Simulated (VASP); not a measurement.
Data:

```
YN
1.0
    0.00000     2.39784     2.39784
    2.39784     0.00000     2.39784
    2.39784     2.39784     0.00000
Y N
1 1
Direct
  0.00000   0.00000   0.00000
  0.50000   0.50000   0.50000
```

The numbers are results of revTPSS meta-GGA, VASP's PBE PAW potentials (set 64) (plane waves; VASP), not measurements. Run with 520 eV cut-off, 9×9×9 Γ-centred mesh, Gaussian smearing of 0.050 eV, potentials Y_sv N.

Give the stress tensor in GPa (positive for a compressed cell).

```
11.48   0.00   0.00
 0.00  11.48   0.00
 0.00   0.00  11.48
```
The pressure is its mean diagonal, 11.48 GPa.

The compound is YN in the rock salt structure. This cell is one point of a volume scan, at 0.94 of the reference volume.
